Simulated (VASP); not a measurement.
TiC:

```
Ti C
1.0
     0.00000    2.15930    2.15930
     2.15930    0.00000    2.15930
     2.15930    2.15930    0.00000
Ti C
1 1
Direct
  0.00000 0.00000 0.00000
  0.50000 0.50000 0.50000
```

* Program: VASP 6.6.1
* Task: relaxation of cell and atoms
* Functional: LDA
* Potentials or basis: VASP PAW LDA potentials, release 64 (Ti_sv, C)
* Cutoff: 600 eV
* k mesh: 14 × 14 × 14
* Occupations: methfessel-paxton, width 0.1 eV
* Spin: no spin polarisation

At the start: pressure -9.9 GPa; volume 10.07 Å³/atom.

Question: Where does the relaxation end?

Answer: Over 3 steps the energy falls by 12.2 meV/atom and the volume is 9.69 Å³/atom (-3.7 %); space group Fm-3m (No. 225, to 0.05 Å).

The path:
```
step  energy change (eV)  largest force (eV/Å)  pressure (GPa)  volume (Å³)
   1              0.0000                0.0000           -9.95        20.14
   2              0.0258                0.0000           16.62        18.37
   3             -0.0243                0.0000           -0.14        19.39
```

Final structure:
```xyz
2
Lattice="0.0000 2.1322 2.1322 2.1322 0.0000 2.1322 2.1322 2.1322 0.0000" Properties=species:S:1:pos:R:3 pbc="T T T"
Ti    0.0000    0.0000    0.0000
C     2.1322    2.1322    2.1322
```
